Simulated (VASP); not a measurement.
Consider the following.

```xyz
1
Lattice="-1.7979 1.7979 1.7979 1.7979 -1.7979 1.7979 1.7979 1.7979 -1.7979" Properties=species:S:1:pos:R:3 pbc="T T T"
Zr     0.0000     0.0000     0.0000
```

Level of theory: r2SCAN meta-GGA, VASP's PBE PAW potentials (set 64) (plane waves; VASP). Settings: 400 eV cut-off, 13×13×13 Γ-centred mesh, first-order Methfessel-Paxton smearing of 0.10 eV, potentials Zr_sv.

Question: The ions, cell shape and volume are relaxed. Which structure does the run end with?

Answer: 
```xyz
1
Lattice="-1.7896 1.7896 1.7896 1.7896 -1.7896 1.7896 1.7896 1.7896 -1.7896" Properties=species:S:1:pos:R:3 pbc="T T T"
Zr     0.0000     0.0000     0.0000
```
Space group Im-3m (229), at a tolerance of 0.03 Å.

Question: How do energy and volume change from the first to the last step?

Answer: The energy (σ→0) changes by -1.0 meV/atom and the volume by -1.4 %, in 3 ionic steps.

The structure was generated: Zr was put into the bcc type (Im-3m), which need not be its known phase. This run relaxes it. Symmetry was kept, so distortions that lower it aren't found.
